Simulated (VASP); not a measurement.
Crystal: TeRu.

```
CELL_PARAMETERS angstrom
0.00000 3.11393 3.11393
3.11393 0.00000 3.11393
3.11393 3.11393 0.00000
ATOMIC_POSITIONS crystal
Ru 0.00000 0.00000 0.00000
Te 0.25000 0.25000 0.25000
```

The cell comes from a database or a generator and needn't be the stable form of this composition.

Base run:

| Item | Value |
| --- | --- |
| Program | VASP 6.6.1 |
| Functional | PBEsol |
| Potentials or basis | VASP PAW PBE potentials, release 64 (Ru_pv, Te) |
| Cutoff | 520 eV |
| k mesh | 5 × 5 × 5 |
| Occupations | gaussian, width 0.05 eV |
| Spin | collinear spin, ferromagnetic start |
| Starting moments | [1.0, 0.0] μB |
| Hubbard terms | Ru d U = 2 eV |

Its results: band gap on the k mesh none (metal or under the smearing width); pressure -12.3 GPa; net moment 0.82 μB per cell; site moments Ru +0.81; Te -0.06 μB.

Q: The run is repeated on the same cell with these changes: hubbard terms from Ru d U = 2 eV to Ru d U = 6 eV; further incar settings from ALGO = Normal; EDIFF = 1e-07 to ALGO = Normal; EDIFF = 1e-06; NBANDS = 21. What comes out?

A: Band gap on the k mesh none (metal or under the smearing width); pressure -0.5 GPa; net moment 2.00 μB per cell; site moments Ru +2.15; Te -0.28 μB.

Caveats: the PAW data sets were made with another functional, which shifts forces and pressure a little; the U is typed as a test and isn't derived for this compound.

Not every run made on this cell is shown here.
